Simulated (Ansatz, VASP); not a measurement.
# GaAs: VASP beside Ansatz, part 2 of 2

One calculation is typed for both programs; each brings its own data sets. How far apart do they land? The cell is taken from a series of VASP runs on this material, whose earlier steps may have relaxed, scaled or displaced it; both programs get it as it stands. Valence electrons are named where the data sets of a main pair hold unlike numbers.

VASP 6.6.1 and Ansatz 0.2.0.

So far. Step 2 (VASP: band structure, HSE06, spin-orbit coupling): The k-mesh is coarse for exact exchange; levels may shift by about 0.1 eV on a finer one. The PAW data sets were made with PBE, which is usual practice but a small mismatch for other functionals.

**3. Ansatz: band structure, HSE06, spin-orbit coupling**

Level of this step: Ansatz beside VASP: Kohn-Sham DFT, plane waves, HSE06, spin-orbit coupling (Ansatz).

Ansatz runs on its fully relativistic PAW (standard-fr) files.

The same cell, functional, mesh and smearing now go to Ansatz, which takes its cutoff from its data sets.

input.yaml reads:

```yaml
crystal:
  lattice:
    - [0.0, 2.82685, 2.82685]
    - [2.82685, 0.0, 2.82685]
    - [2.82685, 2.82685, 0.0]
  atoms:
    - { symbol: As, position: [0.75, 0.75, 0.75] }
    - { symbol: Ga, position: [0.0, 0.0, 0.0] }
hamiltonian:
  xc: { exchange: pbe, correlation: pbe, exx: { coeff: 0.25, omega: 0.2 } }
  pseudopotentials: { kind: paw_fr }
magnetization:
  noncollinear: true
  spin_orbit: true
kpoints:
  mp_grid: { grid: [4, 4, 4] }
  band_path:
    path:
      - [0.0, 0.0, 0.0]
      - [0.5, 0.0, 0.5]
      - [0.5, 0.22222, 0.72222]
      - [0.40278, 0.34722, 0.75]
      - [0.125, 0.125, 0.25]
      - [0.27778, 0.27778, 0.27778]
      - [0.55556, 0.38889, 0.55556]
      - [0.58333, 0.25, 0.66667]
      - [0.5, 0.30556, 0.69444]
      - [0.48611, 0.48611, 0.52778]
      - [0.625, 0.25, 0.625]
      - [0.5, 0.0, 0.5]
    npoints: 1
scf:
  occupations: { method: gaussian, width: 0.03 }
  n_extra_bands: 14
output:
  forces: true
  stress: true
  eigenvalues: true
```

On the command line:

```bash
$ ansatz run input.yaml --threads 4 --pin off --max-ram 9216MiB --backend cpu --events-out ev --progress --plain --runs-dir out
```

Numbers of over 12 decimals in the logs are rounded to 6 here.

Log:

```text
Warning: output.stress: scf.convergence.dr2_threshold = 1e-7 eV (the SCF's general default) is looser than the 2e-10 eV advised for a printed stress (1e-10 eV for each atom of the cell: 2). What an SCF threshold leaves in a stress goes as its square root, and in the free energy as the threshold itself, and one threshold admits the most on a small cell: [figures from the program's tests cut] Set scf.convergence.dr2_threshold to 2e-10 eV or tighter. The threshold is an SCF's pass mark: one that does not reach it within its budget of iterations ends unconverged, or closes short of it on a stop that the run arms, and scf.convergence.dr2_threshold's page says what that costs each kind of run
Warning: output.stress: scf.exx.energy_threshold = 1e-6 eV is looser than the 2e-8 eV advised for a stress under a hybrid functional (1e-8 eV for each atom of the cell: 2). Every SCF of the exchange loop can meet its threshold on dr2 while the loop round them stops early: no threshold on dr2 bounds what that leaves in the stress. Set scf.exx.energy_threshold to 2e-8 eV or tighter. The threshold is the loop's pass mark: a loop that does not reach it within its budget of cycles ends unconverged, and scf.exx.energy_threshold's page has the law
scf.n_extra_bands = 14 over 28 filled bands (N_el = 28.0): the run solves 42 bands
Engine: ansatz 0.2.0, x86_64-unknown-linux-gnu
Pseudopotentials: kind: paw_fr
Pseudopotential: As, paw_fr, valence charge 15, recommended cutoff 420 eV (normal), As.paw.azcp#standard-fr
Pseudopotential: Ga, paw_fr, valence charge 13, recommended cutoff 420 eV (normal), Ga.paw.azcp#standard-fr
Functional definition: unnamed
  parameter a_1 = 0.25
  parameter omega_1 = 0.2/angstrom
  exchange = pbe_x + (-a_1)*pbe_x_sr(omega_1) + a_1*exact_x_sr(omega_1)
  correlation = pbe_c
non-collinear run that drives no moment, with spin-orbit: no starting moment large enough to seed its density (crystal.atoms[].spin), no starting occupations that ask for one, no magnetisation constraint and no magnetic field, so the semilocal B_xc is pinned to zero
Crystal: 2 atoms, lattice volume = 45.179 Å³
Basis set: ecut = 420 eV, 893 PW (Γ), exchange–correlation on 54×54×54 points (8 copies of the dense FFT grid, shifted against one another)
Bands: 42, of which v1, the nominal top of the filled ones, is band 28 counted from 1 (27 counted from 0)
Symmetry: 24 space group operations + 24 with time reversal
Magnetic group: BNS 216.75 (UNI 1577), of the structure as read, at distance tolerance 3.6e-5 Å
k-points: 8 of 64 (time reversal used)
Projection manifold: j_resolved (fully-relativistic pseudo-atomic orbitals)
Non-local potential: As, projectors of the file, l = 0: 2, l = 1: 4, l = 2: 6, l = 3: 2
Non-local potential: Ga, projectors of the file, l = 0: 2, l = 1: 4, l = 2: 6, l = 3: 2
PAW form: soft (Blöchl's): semilocal exchange-correlation on the pseudo side does not see the compensation charge
PAW frozen core: As, regenerated for the run's functional, and the local potential with it (the file was generated under x = pbe(κ = 0.804, μ = 0.219515), c = pbe(β = 0.066725))
PAW frozen core: Ga, regenerated for the run's functional, and the local potential with it (the file was generated under x = pbe(κ = 0.804, μ = 0.219515), c = pbe(β = 0.066725))
PAW one-centre angular grid: As, 590 points (default); XC on 187 of its mesh's 2695 points in the sphere
PAW one-centre angular grid: Ga, 590 points (default); XC on 96 Gauss nodes
Initial density: superposition of atomic densities (chi_scale 0.1, normalization cell, long waves kept (reshape's long-wave potential 0.00 eV rms))
Initial wavefunctions: pseudopotential atomic-orbital guess
Functional: x = pbe(κ = 0.804, μ = 0.219515), c = pbe(β = 0.066725), warm-up for x = pbe(κ = 0.804, μ = 0.219515) + 0.25 (exact − pbe) at short range (hse, ω = 0.2 Å⁻¹), c = pbe(β = 0.066725)
SCF iter   1: F=—  HF=-8639.904629 eV  |F-HF|=—  |Δ(HF+E_count)|=         —  Δρ=3.97e-2  dr2=4.50e-1  dr2_m=0.00e0 (ungated)  ethr=1.00e-1  |M|=0.00e0 ∫|m|=0.00e0 μB  |m|>n=0.0e0 m-floor=0.0e0 τ_xc=0.0e0  β_m=0.30  ⟨swp⟩=6.2  Hψ=1202  notcnv=0
preconditioner: auto → none  [insulator: Δε(μ)=0.385 eV  Ē_g=18.319 eV  σ=0.030 eV  W_gap=1.00  n_scr=14 (ndim 8)  ℏωp=23.4 eV  f_vac=0.001  D(μ)=0.00/eV (n_scr^D=0)]
SCF iter   2: F=—  HF=-8639.897589 eV  |F-HF|=—  |Δ(HF+E_count)|=   7.04e-3  Δρ=2.72e-2  dr2=2.11e-1  dr2_m=0.00e0 (ungated)  ethr=1.61e-3  |M|=0.00e0 ∫|m|=0.00e0 μB  |m|>n=0.0e0 m-floor=0.0e0 τ_xc=0.0e0  β_m=0.62  ⟨swp⟩=3.9  Hψ=759  notcnv=0  defer=5
iter 3 solved again at ethr=7.08e-6 eV; its pass at ethr=7.55e-4 eV (dr2=1.98e-3 eV) is discarded
SCF iter   3: F=—  HF=-8639.871247 eV  |F-HF|=—  |Δ(HF+E_count)|=   2.63e-2  Δρ=3.15e-3  dr2=2.08e-3  dr2_m=0.00e0 (ungated)  ethr=7.08e-6  |M|=0.00e0 ∫|m|=0.00e0 μB  |m|>n=0.0e0 m-floor=0.0e0 τ_xc=0.0e0  β_m=0.53  ⟨swp⟩=4.8  Hψ=1781  notcnv=0  defer=5
SCF iter   4: F=—  HF=-8639.869350 eV  |F-HF|=—  |Δ(HF+E_count)|=   1.90e-3  Δρ=1.33e-3  dr2=6.29e-4  dr2_m=0.00e0 (ungated)  ethr=7.08e-6  |M|=0.00e0 ∫|m|=0.00e0 μB  |m|>n=0.0e0 m-floor=0.0e0 τ_xc=0.0e0  β_m=0.66  ⟨swp⟩=4.0  Hψ=881  notcnv=0
[...]
SCF iter   1: F=—  HF=-8640.116832 eV  |F-HF|=—  |Δ(HF+E_count)|=         —  Δρ=1.30e-2  dr2=2.94e-2  dr2_m=0.00e0 (ungated)  ethr=2.69e-7  |M|=0.00e0 ∫|m|=0.00e0 μB  |m|>n=0.0e0 m-floor=0.0e0 τ_xc=0.0e0  β_m=0.30  ⟨swp⟩=7.6  Hψ=1751  notcnv=0
preconditioner: auto → none  [insulator: Δε(μ)=1.265 eV  Ē_g=20.904 eV  σ=0.030 eV  W_gap=1.00  n_scr=14 (ndim 8)  ℏωp=23.4 eV  f_vac=0.088  D(μ)=0.00/eV (n_scr^D=0)]
SCF iter   2: F=—  HF=-8640.099871 eV  |F-HF|=—  |Δ(HF+E_count)|=   1.70e-2  Δρ=5.52e-3  dr2=9.95e-3  dr2_m=0.00e0 (ungated)  ethr=2.69e-7  |M|=0.00e0 ∫|m|=0.00e0 μB  |m|>n=0.0e0 m-floor=0.0e0 τ_xc=0.0e0  β_m=0.41  ⟨swp⟩=4.2  Hψ=1174  notcnv=0
SCF iter   3: F=—  HF=-8640.096700 eV  |F-HF|=—  |Δ(HF+E_count)|=   3.17e-3  Δρ=2.78e-3  dr2=1.91e-3  dr2_m=0.00e0 (ungated)  ethr=2.69e-7  |M|=0.00e0 ∫|m|=0.00e0 μB  |m|>n=0.0e0 m-floor=0.0e0 τ_xc=0.0e0  β_m=0.52  ⟨swp⟩=4.0  Hψ=1096  notcnv=0
SCF iter   4: F=—  HF=-8640.106039 eV  |F-HF|=—  |Δ(HF+E_count)|=   9.34e-3  Δρ=1.41e-3  dr2=4.07e-4  dr2_m=0.00e0 (ungated)  ethr=2.69e-7  |M|=0.00e0 ∫|m|=0.00e0 μB  |m|>n=0.0e0 m-floor=0.0e0 τ_xc=0.0e0  β_m=0.52  ⟨swp⟩=4.1  Hψ=1158  notcnv=0
SCF iter   5: F=—  HF=-8640.105925 eV  |F-HF|=—  |Δ(HF+E_count)|=   1.15e-4  Δρ=2.06e-4  dr2=3.04e-5  dr2_m=0.00e0 (ungated)  ethr=2.69e-7  |M|=0.00e0 ∫|m|=0.00e0 μB  |m|>n=0.0e0 m-floor=0.0e0 τ_xc=0.0e0  β_m=0.60  ⟨swp⟩=4.0  Hψ=861  notcnv=0
SCF iter   6: F=—  HF=-8640.106033 eV  |F-HF|=—  |Δ(HF+E_count)|=   1.09e-4  Δρ=1.66e-4  dr2=9.94e-6  dr2_m=0.00e0 (ungated)  ethr=5.74e-8  |M|=0.00e0 ∫|m|=0.00e0 μB  |m|>n=0.0e0 m-floor=0.0e0 τ_xc=0.0e0  β_m=0.60  ⟨swp⟩=4.1  Hψ=830  notcnv=0
SCF iter   7: F=-8640.106030 eV  HF=-8640.106030 eV  |F-HF|=3.02e-8  |Δ(HF+E_count)|=   2.87e-6  Δρ=1.27e-5  dr2=8.60e-7  dr2_m=0.00e0 (ungated)  ethr=3.26e-8  |M|=0.00e0 ∫|m|=0.00e0 μB  |m|>n=0.0e0 m-floor=0.0e0 τ_xc=0.0e0  ⟨swp⟩=2.9  Hψ=606  notcnv=0
SCF 2 stopped early in 7 iterations: F = -8640.106030 eV  dr2 = 8.60e-7
hybrid outer 1: dexx = +9.731e-3 eV, tail = 6.03e-5 eV
Projection manifold: j_resolved (fully-relativistic pseudo-atomic orbitals)
Exchange kernel: α = 0.2500, screened, ω = 0.2000 Å⁻¹, Wigner–Seitz truncation, v(0) = 1102.6811 eV·Å³, q-mesh 4×4×4, nearest image of the exchange supercell L = 15.99 Å, pair-density grid 15×15×15, without the augmentation charges, whose exchange is taken in its separable form by FFT convolution over the k-point mesh (sized by the pseudopotential files, 24×24×24 at the most), smooth part of the exact exchange by density-matrix convolution
Frozen-core exchange: fock
SCF iter   1: F=—  HF=-8640.106106 eV  |F-HF|=—  |Δ(HF+E_count)|=         —  Δρ=6.19e-5  dr2=1.20e-6  dr2_m=0.00e0 (ungated)  ethr=1.08e-6  |M|=0.00e0 ∫|m|=0.00e0 μB  |m|>n=0.0e0 m-floor=0.0e0 τ_xc=0.0e0  β_m=0.30  ⟨swp⟩=5.4  Hψ=798  notcnv=0
preconditioner: auto → none  [insulator: Δε(μ)=1.372 eV  Ē_g=20.723 eV  σ=0.030 eV  W_gap=1.00  n_scr=14 (ndim 8)  ℏωp=23.4 eV  f_vac=0.088  D(μ)=0.00/eV (n_scr^D=0)]
SCF iter   2: F=—  HF=-8640.106106 eV  |F-HF|=—  |Δ(HF+E_count)|=   7.74e-7  Δρ=3.38e-5  dr2=3.79e-7  dr2_m=0.00e0 (ungated)  ethr=3.78e-9  |M|=0.00e0 ∫|m|=0.00e0 μB  |m|>n=0.0e0 m-floor=0.0e0 τ_xc=0.0e0  β_m=0.30  ⟨swp⟩=4.4  Hψ=962  notcnv=0
SCF iter   3: F=—  HF=-8640.106106 eV  |F-HF|=—  |Δ(HF+E_count)|=   1.14e-7  Δρ=1.55e-5  dr2=5.09e-8  dr2_m=0.00e0 (ungated)  ethr=1.15e-9  |M|=0.00e0 ∫|m|=0.00e0 μB  |m|>n=0.0e0 m-floor=0.0e0 τ_xc=0.0e0  β_m=0.65  ⟨swp⟩=2.1  Hψ=567  notcnv=0
SCF iter   4: F=-8640.106106 eV  HF=-8640.106106 eV  |F-HF|=2.91e-11  |Δ(HF+E_count)|=   2.75e-9  Δρ=2.01e-6  dr2=3.43e-9  dr2_m=0.00e0 (ungated)  ethr=1.72e-10  |M|=0.00e0 ∫|m|=0.00e0 μB  |m|>n=0.0e0 m-floor=0.0e0 τ_xc=0.0e0  ⟨swp⟩=3.2  Hψ=638  notcnv=0  defer=4
SCF 3 converged in 4 iterations: F = -8640.106106 eV  dr2 = 3.43e-9
  Residual-converged pass: ⟨swp⟩=3.0  Hψ=758  notcnv=0  max |occ|·‖R‖ = 1.8e-6 eV (tolerance 2.4e-6 eV)  dr2=3.28e-9  dr2_m=0.00e0 (ungated)  dr2_onsite=1.46e-9  max |Δocc| = 6.7e-236
hybrid outer 2: dexx = +7.511e-7 eV, tail = 3.68e-8 eV, Δε = 3.06e-3 eV (about 1.20e-4 eV left of the loop's levels)
NSCF: frozen V_eff on 12 k-points
hybrid SCF converged: 2 outer / 11 inner (+6 warm-up), last move |dexx| = 7.51e-7 eV, tail = 3.68e-8 eV
Magnetization: |M| = 0.0000 μB,  M = (+0.0000, +0.0000, +0.0000) μB
Absolute magnetization: 0.0000 μB (∫|m|)
  site 0: m = (+0.0000, +0.0000, +0.0000) μB, |m| = 0.0000 μB  (R = 1.01 Å)
  site 1: m = (+0.0000, +0.0000, +0.0000) μB, |m| = 0.0000 μB  (R = 1.01 Å)
Free energy (F): -8640.106106 eV
Frozen-core exchange: fock
Harris-Foulkes:  -8640.106106 eV  (|F-HF|=2.91e-11)
Internal energy: -8640.106106 eV  (E = F + TS)
E sigma→0 (E₀):  -8640.106106 eV
Fermi energy:    8.586038 eV
--- Per-component energies (eV) ---
  E_band       = -386.705223
  E_kinetic    = 218.150735
  E_local      = -3921.353327  (includes V_loc(G=0)·N_el)
  E_nonlocal   = -243.900598
  E_hartree    = 1981.015117
  E_xc         = -119.131300
  E_vxc        = -109.794844  (∫ρ·V_xc dr)
  E_exx        = -109.819278  (= α·E_x^exact, valence–valence)
  E_paw        = -3745.694173  (= ΣΔE_a)
  E_vpaw       = -72.199020  (= ΣTr[D̂ρ^β])
  E_aug_tail   = -0.000141  (compensation charges beyond the density's cutoff)
  E_ewald      = -2698.727786
  E_core_change = -0.645370  (= ΣΔE_core)
  E_smearing   = -0.000000  (= −TS)
  E_closure    = 0.000015  (closes the sum)
  Σ components = -8640.106106   (vs F -8640.106106, Δ=0.00e0)
--- Forces (eV/Å), atoms counted from 1 ---
  atom   1  As     0.00000000    -0.00000000     0.00000000
  atom   2  Ga    -0.00000000     0.00000000     0.00000000
  max |Σ_I F_I| component: 2.82e-16 eV/Å
--- Stress (GPa, compression-positive) ---
        1.415144      -0.000000       0.000000
        0.000000       1.415144       0.000000
        0.000000       0.000000       1.415144
  P = ⅓ Tr σ = 1.4151 GPa (14.151 kbar)
--- Band table (eV; the first three rows and the last of 8) ---
  k-point 0: bands = [... 24 lower, 7.8993, 7.8993, 7.8993, 7.8993, 9.2723, 9.2723, 12.2132, 12.2132, ... 10 higher]
  k-point 1: bands = [... 24 lower, 6.9419, 6.9419, 7.1679, 7.1712, 10.0837, 10.0837, 13.1975, 13.1975, ... 10 higher]
  k-point 2: bands = [... 24 lower, 6.4323, 6.4323, 6.6560, 6.6560, 9.5943, 9.5943, 13.2221, 13.2221, ... 10 higher]
  k-point 7: bands = [... 24 lower, 3.8785, 4.0140, 4.1690, 4.2130, 13.2160, 13.2677, 13.4169, 13.5227, ... 10 higher]
```

Wall time 95 s (4 threads of Intel Xeon Platinum 8488C (Sapphire Rapids), shared host); peak memory 1.2 GiB; 5.8 min of CPU time.

**4. Differences**

Known differences besides the potentials themselves: spin-orbit coupling enters by fully relativistic files in Ansatz and inside the spheres in VASP; exact exchange at q = 0 is treated differently, which shows on coarse meshes; VASP keeps PBE cores, Ansatz makes them for the functional; the data sets hold 28 valence electrons in Ansatz (on its fully relativistic PAW (standard-fr) files) and 18 in VASP; the cutoff is 420 eV in Ansatz and 350 eV in VASP; VASP takes a coarser grid for exact exchange (PRECFOCK = Fast). Total energies have different zeros and are not compared.

Both answers:

```tsv
quantity	Ansatz	VASP	difference
gap over the path points (eV)	1.373	1.371	+0.002
```

Levels at points of the path, from each program's valence-band top (eV; 6 filled, then empty):

```tsv
k (reciprocal lattice)	Ansatz	VASP
0.000 0.000 0.000	-0.36 -0.36 0.00 0.00 0.00 0.00 1.37 1.37 4.31 4.31 4.50 4.50	-0.36 -0.36 0.00 0.00 0.00 0.00 1.37 1.37 4.33 4.33 4.51 4.51
0.500 0.000 0.500	-7.51 -7.51 -3.08 -3.08 -2.98 -2.98 1.98 1.98 2.25 2.25 11.39 11.39	-7.49 -7.49 -3.07 -3.07 -2.97 -2.97 1.99 1.99 2.26 2.26 11.38 11.38
0.500 0.222 0.722	-7.32 -7.26 -4.00 -3.86 -3.71 -3.67 4.99 5.03 5.21 5.32 6.64 6.71	-7.31 -7.25 -3.98 -3.85 -3.70 -3.66 5.00 5.04 5.21 5.32 6.65 6.72
0.403 0.347 0.750	-7.31 -7.26 -4.31 -4.24 -2.71 -2.69 2.77 2.79 5.40 5.46 8.48 8.52	-7.30 -7.25 -4.29 -4.22 -2.69 -2.68 2.79 2.80 5.41 5.47 8.48 8.52
0.125 0.125 0.250	-3.38 -3.35 -1.58 -1.52 -0.41 -0.41 3.06 3.11 4.73 4.78 4.96 4.97	-3.37 -3.34 -1.58 -1.52 -0.41 -0.41 3.06 3.12 4.74 4.78 4.97 4.97
0.278 0.278 0.278	-5.00 -5.00 -1.06 -1.06 -0.83 -0.83 2.10 2.10 5.36 5.36 5.47 5.47	-4.99 -4.99 -1.05 -1.05 -0.83 -0.82 2.10 2.10 5.37 5.37 5.48 5.48
0.556 0.389 0.556	-7.21 -7.18 -3.09 -3.04 -1.78 -1.78 3.01 3.04 5.24 5.26 6.42 6.42	-7.19 -7.16 -3.08 -3.03 -1.77 -1.77 3.02 3.05 5.25 5.27 6.43 6.43
0.583 0.250 0.667	-7.31 -7.26 -4.28 -4.21 -2.85 -2.83 3.04 3.06 5.42 5.49 8.09 8.14	-7.30 -7.24 -4.26 -4.19 -2.84 -2.82 3.05 3.07 5.42 5.49 8.09 8.14
0.500 0.306 0.694	-7.22 -7.16 -4.20 -4.11 -3.16 -3.12 4.68 4.78 5.30 5.36 6.63 6.71	-7.21 -7.15 -4.18 -4.10 -3.14 -3.11 4.68 4.78 5.31 5.37 6.62 6.71
0.486 0.486 0.528	-7.32 -7.31 -1.60 -1.58 -1.33 -1.33 1.87 1.88 5.29 5.29 5.45 5.45	-7.30 -7.30 -1.59 -1.57 -1.33 -1.32 1.87 1.89 5.29 5.30 5.45 5.45
```

Among the levels compared at these points, filled levels agree within 16 meV and empty ones within 15 meV.

**5. Outcome**

* largest difference of a filled level at the path points (band structure, HSE06, spin-orbit coupling): 16 meV

**Reading.** The largest difference of a filled level at the path points is 16 meV (band structure, HSE06, spin-orbit coupling), within the 80 meV picked in this series as the mark of a large difference. The data sets hold unlike numbers of valence electrons (28 in Ansatz and 18 in VASP), so part of the differences comes from the potentials. How closely two codes agree says nothing of how well the functional describes the real material.

[Lines on the potential files, build, host, timing and source positions are cut from VASP's logs without a mark.]

[Logs are printed without paths, hosts, clocks, repeated set-up lines and the standing remarks that a program may print on its own settings, such as how far it seeks lower states.]

[Hosts, paths, dates, database ids (printed as entryN), source tags and the programs' standing remarks are cut or masked in the printed files.]
